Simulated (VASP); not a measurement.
Output of a VASP run:

**OSZICAR**
```
       N       E                     dE             d eps       ncg     rms          rms(c)
DAV:   1     0.442690620342E+03    0.44269E+03   -0.24692E+04  1968   0.132E+03
DAV:   2    -0.147982569822E+02   -0.45749E+03   -0.44755E+03  2121   0.372E+02
DAV:   3    -0.439287828210E+02   -0.29131E+02   -0.28443E+02  2131   0.853E+01
DAV:   4    -0.447758527127E+02   -0.84707E+00   -0.84410E+00  2180   0.142E+01
DAV:   5    -0.447961299665E+02   -0.20277E-01   -0.20269E-01  2269   0.217E+00    0.228E+01
RMM:   6    -0.429488073113E+02    0.18473E+01   -0.16936E+01  2095   0.162E+01    0.688E+00
RMM:   7    -0.423247966217E+02    0.62401E+00   -0.26032E+00  1908   0.593E+00    0.455E+00
RMM:   8    -0.422779483061E+02    0.46848E-01   -0.89875E-01  1826   0.414E+00    0.796E-01
RMM:   9    -0.422897762024E+02   -0.11828E-01   -0.23275E-01  2088   0.151E+00    0.584E-01
RMM:  10    -0.422851927387E+02    0.45835E-02   -0.69478E-02  1994   0.102E+00    0.231E-01
RMM:  11    -0.422839157937E+02    0.12769E-02   -0.12351E-02  2097   0.439E-01    0.718E-02
RMM:  12    -0.422842385986E+02   -0.32280E-03   -0.33382E-03  2258   0.176E-01    0.240E-02
RMM:  13    -0.422843069386E+02   -0.68340E-04   -0.68653E-04  2097   0.767E-02    0.105E-02
RMM:  14    -0.422843192818E+02   -0.12343E-04   -0.17801E-04  1654   0.394E-02    0.568E-03
RMM:  15    -0.422843252369E+02   -0.59551E-05   -0.63795E-05  1224   0.199E-02
   1 F= -.42284325E+02 E0= -.42284325E+02  d E =-.422843E+02
       N       E                     dE             d eps       ncg     rms          rms(c)
DAV:   1    -0.428986472877E+02   -0.61433E+00   -0.48567E+01  1841   0.259E+01    0.597E+00
RMM:   2    -0.430783688909E+02   -0.17972E+00   -0.23563E+00  1757   0.599E+00    0.181E+00
RMM:   3    -0.431094292881E+02   -0.31060E-01   -0.31567E-01  1900   0.239E+00    0.124E+00
RMM:   4    -0.431121069189E+02   -0.26776E-02   -0.56433E-02  1820   0.106E+00    0.390E-01
RMM:   5    -0.431121682248E+02   -0.61306E-04   -0.14997E-02  1962   0.478E-01    0.165E-01
RMM:   6    -0.431124499662E+02   -0.28174E-03   -0.35058E-03  2100   0.204E-01    0.138E-01
RMM:   7    -0.431124435309E+02    0.64354E-05   -0.58893E-04  1654   0.964E-02    0.169E-02
RMM:   8    -0.431124570270E+02   -0.13496E-04   -0.16017E-04  1730   0.456E-02    0.150E-02
RMM:   9    -0.431124595878E+02   -0.25608E-05   -0.49486E-05  1295   0.253E-02
   2 F= -.43112460E+02 E0= -.43112460E+02  d E =-.828134E+00
       N       E                     dE             d eps       ncg     rms          rms(c)
DAV:   1    -0.431904650783E+02   -0.78008E-01   -0.15697E+01  1904   0.149E+01    0.334E+00
RMM:   2    -0.432415508635E+02   -0.51086E-01   -0.68937E-01  1755   0.331E+00    0.125E+00
RMM:   3    -0.432505998089E+02   -0.90489E-02   -0.93242E-02  1860   0.133E+00    0.725E-01
RMM:   4    -0.432515863682E+02   -0.98656E-03   -0.15262E-02  1826   0.602E-01    0.349E-01
RMM:   5    -0.432517273346E+02   -0.14097E-03   -0.46081E-03  1975   0.275E-01    0.120E-01
RMM:   6    -0.432517787680E+02   -0.51433E-04   -0.81649E-04  2131   0.112E-01    0.947E-02
RMM:   7    -0.432517650100E+02    0.13758E-04   -0.16457E-04  1603   0.566E-02    0.939E-03
RMM:   8    -0.432517677737E+02   -0.27637E-05   -0.36342E-05  1189   0.258E-02
   3 F= -.43251768E+02 E0= -.43251768E+02  d E =-.967443E+00
```

File OUTCAR:
```
------------------------ aborting loop because EDIFF is reached ----------------------------------------
  FORCE on cell =-STRESS in cart. coord.  units (eV):
  Direction    XX          YY          ZZ          XY          YZ          ZX
  --------------------------------------------------------------------------------------
  Total        0.0810572      0.0810572      0.1506273      0.0000000      0.0000000     -0.0000000
  in kB        0.9410043      0.9410041      1.7486537      0.0000000      0.0000000     -0.0000000
  external PRESSURE =       1.2102207 kB  Pullay stress =       0.0000000 kB
  volume of cell :      138.01
      direct lattice vectors                 reciprocal lattice vectors
     3.321768026  0.000000000  0.000000000     0.301044502  0.173808144  0.000000000
    -1.660884013  2.876735160  0.000000000     0.000000000  0.347616289  0.000000000
     0.000000000  0.000000000 14.442467048     0.000000000  0.000000000  0.069240248
 POSITION                                       TOTAL-FORCE (eV/Angst)
 -----------------------------------------------------------------------------------
      1.66089      0.95891     10.83185         0.000000     -0.000000     -0.000000
     -0.00000      1.91782      3.61062        -0.000000      0.000000     -0.000000
      1.66089      0.95891      5.29042         0.000000      0.000000      0.005188
     -0.00000      1.91782     12.51165         0.000000      0.000000      0.005188
     -0.00000      1.91782      9.15205         0.000000      0.000000     -0.005188
      1.66089      0.95891      1.93081         0.000000      0.000000     -0.005188
 -----------------------------------------------------------------------------------
    total drift:                               -0.001034      0.000427     -0.000035
  FREE ENERGIE OF THE ION-ELECTRON SYSTEM (eV)
  ---------------------------------------------------
  free  energy   TOTEN  =       -43.2517677737 eV

  energy  without entropy=      -43.2517677737  energy(sigma->0) =      -43.25176777

 reached required accuracy - stopping structural energy minimisation
```
(Selected blocks of OUTCAR.)

**POSCAR**
```
WSe2
1
    3.3217680259     0.0000000000     0.0000000000
   -1.6608840129     2.8767351597     0.0000000000
    0.0000000000     0.0000000000    14.4424670485
W Se
2 4
Direct
  0.6666670000   0.3333330000   0.7500000000
  0.3333330000   0.6666670000   0.2500000000
  0.6666670000   0.3333330000   0.3790000000
  0.3333330000   0.6666670000   0.8790000000
  0.3333330000   0.6666670000   0.6210000000
  0.6666670000   0.3333330000   0.1210000000
```

### Question
Write an INCAR and KPOINTS that could have produced this output.

### Answer
One answer among several that fit: the input of the run itself, PBE GGA, plane waves, VASP's PBE PAW potentials (set 64).

KPOINTS:
```
Automatic mesh
0
Gamma
10 10 2
0 0 0
```

### INCAR
```
SYSTEM = WSe2
PREC = Normal; ENCUT = 400; LREAL = .FALSE.
LASPH = .TRUE.
EDIFF = 1E-5; NELM = 100; NELMIN = 4
ALGO = Fast; LMAXMIX = 6
ISMEAR = 0; SIGMA = 0.05
GGA = PE
IBRION = 2; NSW = 20; ISIF = 2
EDIFFG = -0.03
LWAVE = .FALSE.; LCHARG = .FALSE.
```

POTCAR, in this order: W_sv Se (PBE.64 set). Program: vasp_std.

Without a dispersion term in the relaxation, distances and binding between the weakly bound layers, chains or molecules are unreliable, and so is what depends on them.

The compound is WSe2 in the 2H layered structure. This run relaxes the ions in a fixed cell. Symmetry was kept, so distortions that lower it aren't found.
